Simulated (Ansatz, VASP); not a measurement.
# Cross-check of Si2O between VASP and Ansatz, part 2 of 3

Aim: how closely do two programs agree when they are given the same cell, functional and k mesh? Of the first pair: The cell is taken from a series of runs on this material, whose earlier steps may have relaxed, scaled, displaced or heated it; both programs get it as it stands.

VASP 6.6.1 and Ansatz 0.2.0.

So far: The starting structure; Ansatz: single point, PBEsol, pair 1.

## Step 3: VASP: single point, PBEsol, pair 1

Level of this step: PBEsol; plane waves and PAW (Si, O) (VASP).

The same cell, functional, mesh and smearing now go to VASP, with its own data sets.

Lines of VASP's logs that name or quote its potential files are left out, and so is its time.

The input, INCAR:

```
SYSTEM = Si2O
PREC = Accurate
ENCUT = 600
EDIFF = 1E-06
NELM = 120
ISMEAR = -1
SIGMA = 0.03
LREAL = .FALSE.
ALGO = Normal
GGA = PS
NBANDS = 92
LORBIT = 11
LWAVE = .FALSE.
LCHARG = .FALSE.
ISIF = 2
LASPH = .TRUE.
GGA_COMPAT = .FALSE.
KPAR = 4
```

The input, POSCAR:

```
Si2O
1.0
    8.1669974226      0.0000000000      0.0000000000
    0.0000000000      8.1669974226      0.0000000000
    0.0000000000      0.0000000000      8.1669974226
Si O
20 10
Direct
    0.0059293195      0.5725671857      0.7680175369
    0.2927962935      0.6965126896      0.3648432459
    0.9252465302      0.1749698189      0.7364484650
    0.4470544525      0.9577867218      0.9361887939
    0.4614166473      0.7209928748      0.7673832461
    0.2036506983      0.7238306501      0.6409306411
    0.6228724220      0.4970898206      0.3629667165
    0.0418635328      0.5254191738      0.1576154288
    0.0762116670      0.3275808492      0.9322833326
    0.0932081725      0.9828055603      0.5736397517
    0.9272337838      0.7526960832      0.0166036506
    0.8798061142      0.9470765531      0.2511792435
    0.1592962972      0.0564378761      0.0573253455
    0.8739333688      0.5061741029      0.5160661179
    0.6151712776      0.9904856843      0.3656035929
    0.3293560292      0.9827467084      0.3083023536
    0.6344786010      0.6832801079      0.0183230591
    0.6353835612      0.2301502888      0.5208450316
    0.6680455458      0.8175475571      0.5984144961
    0.6615517506      0.0598060310      0.7639412220
    0.5359552649      0.8480843850      0.0973301867
    0.8430289049      0.2974160374      0.5697095732
    0.6452429546      0.5361395464      0.1637762520
    0.4571253752      0.5894282234      0.4141817162
    0.2279319353      0.5964863166      0.2003071593
    0.9923578449      0.1013280707      0.1791006813
    0.9702900039      0.9021599592      0.4295663572
    0.2398247033      0.0793386234      0.4693955426
    0.0732341827      0.8948924979      0.9572336407
    0.9800497606      0.4821675992      0.3458852949
```

The input, KPOINTS:

```
Automatic mesh
0
Gamma
2 2 2
0 0 0
```

PAW data sets: Si and O (PBE family, release 64).

Run with:

```sh
> mpirun -np 4 vasp_std
```

Numbers of over 12 decimals in the logs are rounded to 6 here.

Output:

```text
[banner, memory and clock lines left out]
running    4 mpi-ranks, on    1 nodes
 distrk:  each k-point on    1 cores,    4 groups
 distr:  one band on    1 cores,    1 groups

 POSCAR found type information on POSCAR SiO
 POSCAR found :  2 types and      30 ions
|                                                                             |
|               ----> ADVICE to this user running VASP <----                  |
|                                                                             |
|     You have a (more or less) 'large supercell' and for larger cells it     |
|     might be more efficient to use real-space projection operators.         |
|     Therefore, try LREAL= Auto in the INCAR file.                           |
|     Mind: For very accurate calculation, you might also keep the            |
|     reciprocal projection scheme (i.e. LREAL=.FALSE.).                      |
|                                                                             |

|                                                                             |
|               ----> ADVICE to this user running VASP <----                  |
|                                                                             |
|     You enforced a specific xc type in the INCAR file but a different       |
|     [... a line on the potential file left out ...]
|     I HOPE YOU KNOW WHAT YOU ARE DOING!                                     |
|                                                                             |

 LDA part: xc-table for (Slater+PW92), standard interpolation
 POSCAR, INCAR and KPOINTS ok, starting setup
 FFT: planning ... GRIDC
 FFT: planning ... GRID_SOFT
 FFT: planning ... GRID
 WAVECAR not read
 entering main loop
       N       E                     dE             d eps       ncg     rms          rms(c)
DAV:   1     0.750086517288E+03    0.75009E+03   -0.66319E+04  1472   0.147E+03
DAV:   2    -0.110024952184E+03   -0.86011E+03   -0.81718E+03  1792   0.264E+02
DAV:   3    -0.205998969550E+03   -0.95974E+02   -0.94725E+02  1768   0.900E+01
DAV:   4    -0.208698900107E+03   -0.26999E+01   -0.26862E+01  1792   0.161E+01
DAV:   5    -0.208766608620E+03   -0.67709E-01   -0.67626E-01  1808   0.242E+00    0.305E+01
DAV:   6    -0.193212721525E+03    0.15554E+02   -0.74394E+01  1776   0.316E+01    0.177E+01
DAV:   7    -0.193019281621E+03    0.19344E+00   -0.57283E+00  1632   0.822E+00    0.714E+00
DAV:   8    -0.192773077965E+03    0.24620E+00   -0.11168E+00  1768   0.387E+00    0.292E+00
DAV:   9    -0.192712254322E+03    0.60824E-01   -0.22976E-01  1936   0.205E+00    0.688E-01
DAV:  10    -0.192719634876E+03   -0.73806E-02   -0.47468E-02  1640   0.777E-01    0.453E-01
DAV:  11    -0.192722842327E+03   -0.32075E-02   -0.23515E-02  1800   0.647E-01    0.199E-01
DAV:  12    -0.192724369282E+03   -0.15270E-02   -0.34970E-03  1664   0.266E-01    0.119E-01
DAV:  13    -0.192725637437E+03   -0.12682E-02   -0.30493E-03  2048   0.212E-01    0.498E-02
DAV:  14    -0.192725963177E+03   -0.32574E-03   -0.48653E-04  1712   0.855E-02    0.369E-02
DAV:  15    -0.192726056360E+03   -0.93184E-04   -0.23352E-04  1680   0.510E-02    0.195E-02
DAV:  16    -0.192726081645E+03   -0.25285E-04   -0.71712E-05  1816   0.344E-02    0.130E-02
DAV:  17    -0.192726088327E+03   -0.66821E-05   -0.18354E-05  1624   0.165E-02    0.848E-03
DAV:  18    -0.192726088905E+03   -0.57773E-06   -0.97817E-06  1768   0.121E-02
   1 F= -.19272609E+03 E0= -.19271724E+03  d E =-.176992E-01
```

From OUTCAR (step 3):

```text
ion  position               nearest neighbor table
   1  0.006  0.573  0.768-   6 2.28  14 2.39   9 2.48  11 2.59
   2  0.293  0.697  0.365-  24 1.65  25 1.66   6 2.38  16 2.40   8 3.00
   3  0.925  0.175  0.736-  22 1.82  20 2.36   9 2.37  10 2.47  18 2.98
   4  0.447  0.958  0.936-  21 1.75   5 2.38  20 2.40  13 2.67  17 2.80
   5  0.461  0.721  0.767-  19 2.32   6 2.34   4 2.38  17 2.51
   6  0.204  0.724  0.641-   1 2.28   5 2.34  10 2.36   2 2.38
   7  0.623  0.497  0.363-  24 1.61  23 1.67  14 2.40  18 2.53
   8  0.042  0.525  0.158-  30 1.66  25 1.66  11 2.38   9 2.46   2 3.00
   9  0.076  0.328  0.932-   3 2.37   8 2.46   1 2.48  13 2.53
  10  0.093  0.983  0.574-  28 1.67  27 1.68   6 2.36   3 2.47  16 2.90
  11  0.927  0.753  0.017-  29 1.73   8 2.38  17 2.46  12 2.52   1 2.59  13 3.14
  12  0.880  0.947  0.251-  26 1.67  27 1.67  15 2.38  11 2.52  13 2.92
  13  0.159  0.056  0.057-  29 1.70  26 1.73   9 2.53  16 2.55   4 2.67  12 2.92  11 3.14
  14  0.874  0.506  0.516-  30 1.65  22 1.78   1 2.39   7 2.40  18 2.98  19 3.12
  15  0.615  0.990  0.366-  18 2.34  12 2.38  16 2.38  19 2.41
  16  0.329  0.983  0.308-  28 1.70  15 2.38   2 2.40  13 2.55  10 2.90
  17  0.634  0.683  0.018-  23 1.69  21 1.70  11 2.46   5 2.51   4 2.80
  18  0.635  0.230  0.521-  22 1.83  15 2.34  20 2.43   7 2.53  14 2.98   3 2.98
  19  0.668  0.818  0.598-   5 2.32  20 2.40  15 2.41  14 3.12
  20  0.662  0.060  0.764-   3 2.36   4 2.40  19 2.40  18 2.43
  21  0.536  0.848  0.097-  17 1.70   4 1.75
  22  0.843  0.297  0.570-  14 1.78   3 1.82  18 1.83
  23  0.645  0.536  0.164-   7 1.67  17 1.69
  24  0.457  0.589  0.414-   7 1.61   2 1.65
  25  0.228  0.596  0.200-   2 1.66   8 1.66
  26  0.992  0.101  0.179-  12 1.67  13 1.73
  27  0.970  0.902  0.430-  12 1.67  10 1.68
  28  0.240  0.079  0.469-  10 1.67  16 1.70
  29  0.073  0.895  0.957-  13 1.70  11 1.73
  30  0.980  0.482  0.346-  14 1.65   8 1.66

  LATTYP: Found a simple cubic cell.
 ALAT       =     8.1669974226

 Subroutine GETGRP returns: Found  1 space group operations
 (whereof  1 operations were pure point group operations)

The static configuration has the point symmetry C_1 .

 Found      8 irreducible k-points:

   k-points           NKPTS =      8   k-points in BZ     NKDIM =      8   number of bands    NBANDS=     92

   dimension x,y,z NGX =    70 NGY =   70 NGZ =   70
   dimension x,y,z NGXF=   140 NGYF=  140 NGZF=  140

   ENCUT  =  600.0 eV  44.10 Ry    6.64 a.u.  16.31 16.31 16.31*2*pi/ulx,y,z

   NELECT =     140.0000    total number of electrons

 k-points in reciprocal lattice and weights: Automatic mesh
   0.00000000  0.00000000  0.00000000       0.125
   0.50000000  0.00000000  0.00000000       0.125
   0.00000000  0.50000000  0.00000000       0.125
   0.00000000  0.00000000  0.50000000       0.125
   0.50000000  0.50000000  0.00000000       0.125
   0.00000000  0.50000000  0.50000000       0.125
   0.50000000  0.00000000  0.50000000       0.125
   0.50000000  0.50000000  0.50000000       0.125

 average (electrostatic) potential at core
       1 -84.5317       2 -85.3815       3 -85.4373       4 -85.0042       5 -84.3993
       6 -84.3016       7 -85.8744       8 -85.4489       9 -84.7841      10 -85.4323
      11 -85.0359      12 -85.2985      13 -85.6491      14 -85.8412      15 -84.6289
      16 -84.9832      17 -85.7574      18 -85.2636      19 -84.5892      20 -84.6899
      21 -72.2332      22 -73.2814      23 -72.4125      24 -72.2948      25 -71.9374
      26 -71.7043      27 -72.1036      28 -71.7881      29 -71.8575      30 -72.1998

 E-fermi :   4.3021

 k-point     1 :       0.0000    0.0000    0.0000
  band No.  band energies     occupation
    ...
     66       3.1342      2.00000
     67       3.3758      2.00000
     68       3.5703      2.00000
     69       3.8721      2.00000
     70       4.1948      1.94563
     71       4.5080      0.00209
     72       5.1981      0.00000
     73       5.6144      0.00000
     74       5.7617      0.00000
     75       6.0615      0.00000
    ...

 k-point     2 :       0.5000    0.0000    0.0000
  band No.  band energies     occupation
    ...
     67       3.3877      2.00000
     68       3.6705      2.00000
     69       3.9969      1.99992
     70       4.2006      1.93442
     71       4.2914      1.17671
     72       5.1099      0.00000
     73       5.5206      0.00000
     74       5.7971      0.00000
     75       5.8562      0.00000
     76       6.0821      0.00000
    ...

 k-point     3 :       0.0000    0.5000    0.0000
  band No.  band energies     occupation
    ...
     65       2.9773      2.00000
     66       3.0594      2.00000
     67       3.4148      2.00000
     68       3.5615      2.00000
     69       4.0639      1.99929
     70       4.5647      0.00032
     71       4.8755      0.00000
     72       5.0039      0.00000
     73       5.1683      0.00000
     74       5.7555      0.00000
    ...

  Total        1.0129222     -6.5933456     -8.9083536      6.6972870      3.2582546     -5.0821215
  in kB        2.9791983    -19.3922931    -26.2011754     19.6980046      9.5831512    -14.9474935
  external PRESSURE =     -14.2047567 kB  Pullay stress =       0.0000000 kB

  energy-cutoff  :      600.00
  volume of cell :      544.74
      direct lattice vectors                 reciprocal lattice vectors
     8.166997423  0.000000000  0.000000000     0.122444021  0.000000000  0.000000000
     0.000000000  8.166997423  0.000000000     0.000000000  0.122444021  0.000000000
     0.000000000  0.000000000  8.166997423     0.000000000  0.000000000  0.122444021

 POSITION                                       TOTAL-FORCE (eV/Angst)
 -----------------------------------------------------------------------------------
      0.04842      4.67615      6.27240        -0.006062     -0.003904      0.007394
      2.39127      5.68842      2.97967        -0.029800      0.044089      0.036454
      7.55649      1.42898      6.01457         0.006298     -0.009251     -0.000564
      3.65109      7.82224      7.64585        -0.009105      0.043921     -0.014927
      3.76839      5.88835      6.26722        -0.000431     -0.020000      0.006185
      1.66321      5.91152      5.23448        -0.006478     -0.004646     -0.002969
      5.08700      4.05973      2.96435         0.084458     -0.092621      0.046554
      0.34190      4.29110      1.28724        -0.042630     -0.035263     -0.076061
      0.62242      2.67535      7.61396         0.012234      0.003244      0.003774
      0.76123      8.02657      4.68491        -0.045436     -0.016327      0.111398
      7.57272      6.14727      0.13560        -0.015911     -0.029026      0.011168
      7.18537      7.73477      2.05138        -0.083683     -0.056222     -0.028504
      1.30097      0.46093      0.46818         0.083448      0.057844     -0.007288
      7.13741      4.13392      4.21471        -0.023424      0.047131      0.042830
      5.02410      8.08929      2.98588        -0.006654     -0.004886     -0.016790
      2.68985      8.02609      2.51790         0.033047     -0.001633     -0.059716
      5.18179      5.58035      0.14964         0.047652     -0.031663     -0.047008
      5.18918      1.87964      4.25374        -0.030376     -0.007295     -0.000928
      5.45593      6.67691      4.88725         0.008279     -0.008280      0.005918
      5.40289      0.48844      6.23911        -0.003208      0.004695     -0.002828
      4.37715      6.92630      0.79490        -0.059732      0.056562      0.050802
      6.88501      2.42900      4.65282         0.010458     -0.014960      0.020244
      5.26970      4.37865      1.33756         0.009554     -0.019448     -0.046652
      3.73334      4.81386      3.38262        -0.023190      0.038544      0.039683
      1.86152      4.87150      1.63591         0.029935      0.001834     -0.025394
      8.10458      0.82755      1.46271        -0.001419      0.058467      0.000955
      7.92436      7.36794      3.50827         0.007419     -0.007057      0.013110
      1.95865      0.64796      3.83355         0.038472      0.045499     -0.009723
      0.59810      7.30858      7.81772        -0.004574     -0.027331     -0.039846
      8.00406      3.93786      2.82484         0.020862     -0.012019     -0.017270
 -----------------------------------------------------------------------------------
    total drift:                               -0.000783      0.000738      0.001752

  FREE ENERGIE OF THE ION-ELECTRON SYSTEM (eV)
  ---------------------------------------------------
  free  energy   TOTEN  =      -192.7260889051 eV

  energy  without entropy=     -192.7083897036  energy(sigma->0) =     -192.71723930

 total charge
# of ion       s       p       d       tot
------------------------------------------
    1        0.788   0.870   0.000   1.657
    2        0.722   0.904   0.000   1.626
    3        0.768   0.829   0.000   1.597
    4        0.802   0.806   0.000   1.608
    5        0.775   0.903   0.000   1.677
    6        0.768   0.939   0.000   1.707
    7        0.731   0.888   0.000   1.619
    8        0.731   0.872   0.000   1.603
    9        0.768   0.847   0.000   1.614
   10        0.729   0.876   0.000   1.605
   11        0.721   0.869   0.000   1.590
   12        0.744   0.875   0.000   1.619
   13        0.707   0.814   0.000   1.520
   14        0.733   0.839   0.000   1.572
   15        0.773   0.892   0.000   1.666
   16        0.760   0.861   0.000   1.621
   17        0.748   0.815   0.000   1.563
   18        0.790   0.811   0.000   1.602
   19        0.810   0.812   0.000   1.622
   20        0.789   0.870   0.000   1.659
   21        1.566   3.529   0.000   5.095
   22        1.559   3.555   0.000   5.114
   23        1.550   3.577   0.000   5.128
   24        1.554   3.647   0.000   5.201
   25        1.555   3.598   0.000   5.153
   26        1.564   3.548   0.000   5.113
   27        1.555   3.587   0.000   5.142
   28        1.558   3.562   0.000   5.120
   29        1.558   3.530   0.000   5.088
   30        1.551   3.616   0.000   5.167
--------------------------------------------------
tot         30.727  52.941   0.000  83.668

[... 3 further parts left out ...]
```

The run ends at a pressure of -1.42 GPa, with forces up to 0.13 eV/Å.

## Step 4: Differences

Known differences besides the potentials themselves: the cutoff is 420 eV in Ansatz and 600 eV in VASP; Ansatz makes its cores anew for this functional, VASP keeps those of its PBE data sets. Total energies have different zeros and are not compared.

Compared:

| quantity | Ansatz | VASP | difference |
| --- | --- | --- | --- |
| pressure (GPa) | -1.59 | -1.42 | -0.17 |

Forces on 7 of the 30 atoms, those with the largest forces and the largest differences (eV/Å; atoms numbered as in POSCAR):

| atom | Ansatz x, y, z | VASP x, y, z |
| --- | --- | --- |
| Si7 | 0.005, -0.018, -0.002 | 0.084, -0.093, 0.047 |
| Si8 | 0.000, 0.004, 0.002 | -0.043, -0.035, -0.076 |
| Si10 | -0.014, -0.006, 0.002 | -0.045, -0.016, 0.111 |
| Si12 | 0.014, 0.001, -0.014 | -0.084, -0.056, -0.029 |
| Si13 | -0.007, -0.001, 0.008 | 0.083, 0.058, -0.007 |
| Si17 | 0.010, 0.013, 0.021 | 0.048, -0.032, -0.047 |
| O21 | -0.041, 0.014, -0.018 | -0.060, 0.057, 0.051 |

The forces differ by 36 meV/Å r.m.s., where the r.m.s. force is 0.011 eV/Å in Ansatz and 0.036 eV/Å in VASP: the atoms lie near their places of rest in Ansatz, so a percentage would say little (all taken over all components).

## Step 5: Ansatz: relaxation, PBEsol

The two programs are compared at the cell with which this relaxation starts, whose forces are those of its first step.

The structure compared here is the start of the Ansatz relaxation; VASP solves that cell, so the two are compared at the walk's first step.

The input, input.yaml:

```yaml
crystal:
  lattice:
    - [8.1669974226, 0.0, 0.0]
    - [0.0, 8.1669974226, 0.0]
    - [0.0, 0.0, 8.1669974226]
  atoms:
    - { symbol: Si, position: [1.0180471038, 0.6053118209, 0.7624339551] }
    - { symbol: Si, position: [0.2409237472, 0.6131622117, 0.370684038] }
    - { symbol: Si, position: [0.9524098745, 0.1957747678, 0.7121399978] }
    - { symbol: Si, position: [0.5569861473, 0.9971125649, 0.1139653929] }
    - { symbol: Si, position: [0.421608361, 0.862285063, 0.8312821644] }
    - { symbol: Si, position: [0.2156790033, 0.7691800397, 0.6278391317] }
    - { symbol: Si, position: [0.5955622462, 0.453364261, 0.3417944468] }
    - { symbol: Si, position: [1.0677535269, 0.5407647282, 0.0692670589] }
    - { symbol: Si, position: [0.1357903082, 0.3421162477, 0.8649399764] }
    - { symbol: Si, position: [0.083114532, 0.9981015782, 0.5380626884] }
    - { symbol: Si, position: [0.9019888933, 0.7702911721, 0.001789339] }
    - { symbol: Si, position: [0.8569113334, -0.0359573333, 0.2213845356] }
    - { symbol: Si, position: [0.1431839782, 1.069503328, 1.0316586151] }
    - { symbol: Si, position: [0.8728576127, 0.5303705972, 0.5033077642] }
    - { symbol: Si, position: [0.5709562179, 0.9811755125, 0.4289567325] }
    - { symbol: Si, position: [0.293002541, 0.921519508, 0.2800102023] }
    - { symbol: Si, position: [0.6184532671, 0.6493686502, 0.028082003] }
    - { symbol: Si, position: [0.6136491291, 0.238849232, 0.532533144] }
    - { symbol: Si, position: [0.658802987, 0.8374518122, 0.6636937762] }
    - { symbol: Si, position: [0.7765135441, 1.0134598788, 0.8673942163] }
    - { symbol: O, position: [0.5788438534, 0.7828532077, 0.1827824092] }
    - { symbol: O, position: [0.8427263122, 0.3128063226, 0.5717124598] }
    - { symbol: O, position: [0.6134446646, 0.4754209817, 0.1436883221] }
    - { symbol: O, position: [0.4045013586, 0.4891712489, 0.3966721144] }
    - { symbol: O, position: [0.2361240698, 0.5947641197, 0.1572429267] }
    - { symbol: O, position: [-0.0334640263, 0.1193712356, 0.1369851693] }
    - { symbol: O, position: [0.9603974639, -0.1046543413, 0.3936819728] }
    - { symbol: O, position: [0.234004686, 0.0785521114, 0.4127041017] }
    - { symbol: O, position: [0.0404144864, 0.9075449194, 0.9084409551] }
    - { symbol: O, position: [1.0483597724, 0.5243621503, 0.3882780657] }
kpoints:
  mp_grid: { grid: [2, 2, 2] }
scf:
  occupations: { method: fermi_dirac, width: 0.03 }
  n_extra_bands: 23
hamiltonian:
  xc: pbesol
  pseudopotentials: { kind: paw }
output:
  forces: true
relax:
  f_tol: 0.05
  max_steps: 60
```

Run with:

```sh
> ansatz run input.yaml --threads 3 --pin off --max-ram 8192MiB --backend cpu --events-out ev --progress --plain --runs-dir out
```

Output:

```text
[...]
Crystal: 30 atoms, lattice volume = 544.737 Å³
Basis set: ecut = 420 eV, 10779 PW (Γ), exchange–correlation on 120×120×120 points (8 copies of the dense FFT grid, shifted against one another)
Bands: 93, of which v1, the nominal top of the filled ones, is band 70 counted from 1 (69 counted from 0)
Symmetry: 1 space group operations
[...]
k-points: 8
[...]
- { symbol: O, position: [0.843029, 0.297416, 0.569710] }
    - { symbol: O, position: [0.645243, 0.536140, 0.163776] }
    - { symbol: O, position: [0.457125, 0.589428, 0.414182] }
    - { symbol: O, position: [0.227932, 0.596486, 0.200307] }
    - { symbol: O, position: [-0.00764216, 0.101328, 0.179101] }
    - { symbol: O, position: [0.970290, -0.097840, 0.429566] }
    - { symbol: O, position: [0.239825, 0.079339, 0.469396] }
    - { symbol: O, position: [0.073234, 0.894892, 0.957234] }
    - { symbol: O, position: [0.980050, 0.482168, 0.345885] }
[key lines of the parts left out:]
SCF converged after 7 iterations
Free energy (F): -18038.518152 eV
Fermi energy:    5.025759 eV
```

(Part 2 of 3 ends here.)

[Lines on the potential files, build, host, timing and source positions are cut from VASP's logs without a mark.]

[Logs are printed without paths, hosts, clocks, repeated set-up lines and the standing remarks that a program may print on its own settings, such as how far it seeks lower states.]

[Hosts, paths, dates, database ids (printed as entryN), source tags and the programs' standing remarks are cut or masked in the printed files.]
